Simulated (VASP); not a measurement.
Consider the following.

```
NiN
1.0
    3.04115     0.00000     0.00000
   -1.52058     2.63372     0.00000
    0.00000     0.00000     5.06404
Ni N
2 2
Direct
  0.33333   0.66667   0.00176
  0.66667   0.33333   0.50176
  0.33333   0.66667   0.37324
  0.66667   0.33333   0.87324
```

Calculation: PBE GGA, VASP's PBE PAW potentials (set 64) (plane waves; VASP). Numerical set-up: 520 eV cut-off, 13×13×7 Γ-centred mesh, tetrahedra with Blöchl corrections, potentials Ni N.

The cores are frozen, which limits the accuracy of field gradients.

Question: Give the principal components of the electric field gradient (V/Å²) and the asymmetry η at each nucleus.

Answer: 
| atom | Vxx | Vyy | Vzz | η |
|---|---|---|---|---|
| Ni1 | 3.9 | 3.9 | -7.9 | 0.00 |
| Ni2 | 3.9 | 3.9 | -7.9 | 0.00 |
| N3 | -3.0 | -3.0 | 6.1 | 0.00 |
| N4 | -3.0 | -3.0 | 6.1 | 0.00 |

The structure was generated: NiN was put into the wurtzite type (P6_3mc), which need not be its known phase. It was relaxed first, which changed the volume by -11 %. The run is not spin-polarised, so no magnetic state was tried.
